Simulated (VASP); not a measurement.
Calculation: PBE GGA, VASP's PBE PAW potentials (set 64) (plane waves; VASP).

VASP ran on this input.

### INCAR
```
SYSTEM = GeRh
PREC = Accurate
ENCUT = 400
EDIFF = 1E-6
NELM = 100
ALGO = Normal
LREAL = .FALSE.
LASPH = .TRUE.
ISMEAR = 1
SIGMA = 0.1
GGA = PE
LMAXMIX = 4
LWAVE = .FALSE.
LCHARG = .FALSE.
ISIF = 2
ISYM = -1
```

KPOINTS:
```
Automatic mesh
0
Gamma
 11 11 11
0 0 0
```

POSCAR:
```
GeRh
3.0480010
  1.0000000000   0.0000000000   0.0000000000
  0.0000000000   1.0000000000   0.0000000000
  0.0000000000   0.0000000000   1.0000000000
Rh Ge
1 1
Cart
  0.0000000000   0.0000000000   0.0000000000
  0.5000000000   0.5000000000   0.5000000000
```

POTCAR, in this order: Rh_pv Ge_d (PBE.64 set). Program: vasp_std.

Output of the run:

### OSZICAR
```
       N       E                     dE             d eps       ncg     rms          rms(c)
DAV:   1     0.206090585412E+03    0.20609E+03   -0.14094E+04 55926   0.341E+03
DAV:   2     0.188293235196E+01   -0.20421E+03   -0.19967E+03 49680   0.561E+02
DAV:   3    -0.122816844497E+02   -0.14165E+02   -0.13825E+02 52548   0.121E+02
DAV:   4    -0.126175451213E+02   -0.33586E+00   -0.33308E+00 53056   0.187E+01
DAV:   5    -0.126246567979E+02   -0.71117E-02   -0.71077E-02 52524   0.296E+00    0.978E+00
DAV:   6    -0.124352939771E+02    0.18936E+00   -0.26274E+00 49408   0.121E+01    0.429E+00
DAV:   7    -0.123488143760E+02    0.86480E-01   -0.56308E-01 52856   0.715E+00    0.319E+00
DAV:   8    -0.123317528894E+02    0.17061E-01   -0.62561E-02 57122   0.251E+00    0.260E-01
DAV:   9    -0.123311305042E+02    0.62239E-03   -0.20807E-03 58722   0.699E-01    0.162E-01
DAV:  10    -0.123309674065E+02    0.16310E-03   -0.73853E-04 63644   0.557E-01    0.364E-02
DAV:  11    -0.123309682684E+02   -0.86191E-06   -0.45230E-05 49760   0.511E-02    0.895E-03
DAV:  12    -0.123309697383E+02   -0.14699E-05   -0.15751E-06 35058   0.178E-02    0.152E-03
DAV:  13    -0.123309696465E+02    0.91811E-07   -0.27970E-07 24944   0.576E-03
   1 F= -.12330970E+02 E0= -.12330890E+02  d E =-.237473E-03
```

File OUTCAR:
```
------------------------ aborting loop because EDIFF is reached ----------------------------------------
  FORCE on cell =-STRESS in cart. coord.  units (eV):
  Direction    XX          YY          ZZ          XY          YZ          ZX
  --------------------------------------------------------------------------------------
  Total        0.8120487      0.8120435      0.8120489     -0.0000003      0.0000003     -0.0000012
  in kB       45.9459620     45.9456659     45.9459699     -0.0000179      0.0000173     -0.0000706
  external PRESSURE =      45.9458659 kB  Pullay stress =       0.0000000 kB
  volume of cell :       28.32
      direct lattice vectors                 reciprocal lattice vectors
     3.048001000  0.000000000  0.000000000     0.328083882  0.000000000  0.000000000
     0.000000000  3.048001000  0.000000000     0.000000000  0.328083882  0.000000000
     0.000000000  0.000000000  3.048001000     0.000000000  0.000000000  0.328083882
 POSITION                                       TOTAL-FORCE (eV/Angst)
 -----------------------------------------------------------------------------------
      0.00000      0.00000      0.00000        -0.000000      0.000000     -0.000000
      1.52400      1.52400      1.52400         0.000000     -0.000000      0.000000
 -----------------------------------------------------------------------------------
    total drift:                               -0.000001     -0.000000     -0.000000
  FREE ENERGIE OF THE ION-ELECTRON SYSTEM (eV)
  ---------------------------------------------------
  free  energy   TOTEN  =       -12.3309696465 eV

  energy  without entropy=      -12.3307321738  energy(sigma->0) =      -12.33089049
```
(Selected blocks of OUTCAR.)

### OUTCAR
```
 val. band max:       11.0237598219   @ k =  -0.4545   0.2727  -0.2727

 cond. band min:      11.0485147061   @ k =   0.0909   0.3636  -0.3636


 Fermi energy:        11.0383456834

 k-point     1 :       0.0000    0.0000    0.0000
  band No.  band energies     occupation
      1     -35.4608      2.00000
      2     -35.4608      2.00000
      3     -35.4608      2.00000
      4     -14.1239      2.00000
      5     -14.1239      2.00000
      6     -14.0481      2.00000
      7     -14.0481      2.00000
      8     -14.0481      2.00000
      9      -2.0900      2.00000
     10       6.6256      2.00000
     11       6.6256      2.00000
     12       9.4775      2.00000
     13       9.4775      2.00000
     14       9.4775      2.00000
     15      13.4021      0.00000
     16      13.4021      0.00000
     17      13.4021      0.00000
     18      19.2341      0.00000

 k-point     2 :       0.0909    0.0000    0.0000
  band No.  band energies     occupation
      1     -35.4702      2.00000
      2     -35.4601      2.00000
      3     -35.4601      2.00000
      4     -14.1234      2.00000
      5     -14.1175      2.00000
      6     -14.0497      2.00000
      7     -14.0497      2.00000
      8     -14.0477      2.00000
      9      -1.9495      2.00000
     10       6.6148      2.00000
     11       6.6609      2.00000
     12       9.2491      2.00000
     13       9.2491      2.00000
     14       9.4855      2.00000
     15      12.6661     -0.00000
     16      13.7693      0.00000
     17      13.7693      0.00000
     18      19.7169      0.00000

 k-point     3 :       0.1818    0.0000    0.0000
  band No.  band energies     occupation
      1     -35.4956      2.00000
      2     -35.4580      2.00000
      3     -35.4580      2.00000
      4     -14.1217      2.00000
      5     -14.1003      2.00000
      6     -14.0537      2.00000
      7     -14.0537      2.00000
      8     -14.0466      2.00000
      9      -1.5352      2.00000
...
```

The structure was generated: GeRh was put into the CsCl type (Pm-3m), which need not be its known phase. The cell was not relaxed at this level. The run is one of a series of settings (ISYM = -1 against the base run), some of them coarse on purpose. The electron count is odd and the run is not spin-polarised, which forces a metal.
